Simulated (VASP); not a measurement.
Data:

```xyz
3
Lattice="0.0000 2.2474 6.5545 1.5616 0.0000 6.5545 1.5616 2.2474 0.0000" Properties=species:S:1:pos:R:3 pbc="T T T"
Ti     0.0000     0.0000     0.0000
Mo     1.5616     2.2474     4.3559
Mo     1.5616     2.2474     8.7532
```

Computed with PBEsol GGA, VASP's PBE PAW potentials (set 64) (plane waves; VASP 6.6.1). Numerical set-up: 400 eV cut-off, Gaussian smearing of 0.050 eV, potentials Ti_sv Mo_sv.

Problem. Give the energies of bands 13 to 23 at the high-symmetry points, in eV from the Fermi level.

Solution. 
```csv
band,Γ,Y,T,Z,Σ0,C0,L
13,-6.65,-4.61,-4.75,-5.81,-3.94,-3.51,-4.51
14,-4.70,-4.47,-4.54,-5.33,-3.76,-3.14,-4.18
15,-3.62,-4.23,-4.20,-4.33,-3.19,-3.00,-3.25
16,-2.52,-2.69,-2.36,-2.62,-2.79,-2.45,-2.66
17,-1.55,-2.52,-1.81,-1.33,-1.53,-2.25,-1.98
18,-0.53,-2.40,-1.43,-0.93,-1.48,-2.11,-0.86
19,-0.38,1.70,-0.38,0.06,-1.39,-0.49,-0.55
20,-0.24,1.84,-0.32,0.38,-0.92,-0.41,0.28
21,0.50,2.15,1.05,0.45,2.40,-0.21,1.89
22,0.60,2.42,1.72,1.29,2.40,2.12,2.00
23,1.79,2.46,4.34,1.41,2.72,2.63,2.30
```

It has no gap at this level: it comes out as a metal or semimetal.

The structure comes from a computed database's TiMo2 entry (Fmmm); how it stands against other phases isn't given here. It was relaxed first.
